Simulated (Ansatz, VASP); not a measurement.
**Two plane-wave programs on BiPdCl**

The input INCAR:

```
SYSTEM = BiPdCl
PREC = Accurate
ENCUT = 520
EDIFF = 1E-6
ISMEAR = 1
SIGMA = 0.0216
LREAL = .False.
LASPH = .True.
NELM = 100
ALGO = Normal
ISIF = 2
LWAVE = .False.
LCHARG = .False.
GGA = RP
NBANDS = 41
```

KPOINTS

```
Automatic mesh
0
Gamma
  5 5 3
  0 0 0
```

POSCAR

```
BiPdCl
1.0
    3.9954691500      0.0000000000      0.0000000000
    0.0000000000      3.9954691500      0.0000000000
    0.0000000000      0.0000000000      7.5698215000
Bi Pd Cl
2 2 2
Direct
    0.0000000000      0.5000000000      0.1710000000
    0.5000000000      0.0000000000      0.8290000000
    0.0000000000      0.0000000000      0.0000000000
    0.5000000000      0.5000000000      0.0000000000
    0.0000000000      0.5000000000      0.6500000000
    0.5000000000      0.0000000000      0.3500000000
```

Input for Ansatz:

```yaml
crystal:
  lattice:
    - [3.99546915, 0.0, 0.0]
    - [0.0, 3.99546915, 0.0]
    - [0.0, 0.0, 7.5698215]
  atoms:
    - { symbol: Bi, position: [0.0, 0.5, 0.171] }
    - { symbol: Bi, position: [0.5, 0.0, 0.829] }
    - { symbol: Pd, position: [0.0, 0.0, 0.0] }
    - { symbol: Pd, position: [0.5, 0.5, 0.0] }
    - { symbol: Cl, position: [0.0, 0.5, 0.65] }
    - { symbol: Cl, position: [0.5, 0.0, 0.35] }
  symmetry: { tolerance: 0.0003 }
kpoints:
  mp_grid: { grid: [5, 5, 3], shift: [0, 0, 0] }
magnetization:
  spin_polarized: false
scf:
  occupations: { method: methfessel_paxton, width: 0.0216 }
hamiltonian:
  pseudopotentials: { kind: paw }
  xc: rpbe
basis:
  ecutwfc: 420
  xc_grid: 1
output:
  forces: true
  stress: true
  eigenvalues: true
```

The cell was built by a generator and needn't be a form met in nature.

Alike in both runs: task single point; functional RPBE; k mesh 5 × 5 × 3; occupations methfessel-paxton of order 1, width 0.0216 eV; no spin polarisation.

|  | VASP | Ansatz |
| --- | --- | --- |
| version | VASP 6.6.1 | Ansatz 0.2.0 |
| potentials or method | VASP PAW PBE potentials, release 64 (Bi_d, Pd, Cl) | PAW plane waves |
| plane-wave cutoff (eV) | 520 | 420 |
| valence electrons in the cell | 64 | 80 |

```csv
,VASP,Ansatz,Ansatz less VASP
gap on the k mesh at the Fermi level (eV),none,none,-
rms of the force components (eV/Å),3.846,3.795,-0.0518
```

Atom by atom the forces differ by 0.052 eV/Å (rms over components). A gap of «none» marks a metal or a gap that the smearing closes. The two sets of potentials don't hold the same shells in valence.

Caveats: the PAW data sets were made with another functional, which shifts forces and pressure a little (VASP); spin-orbit coupling is left out, which moves the levels of the heavy elements.
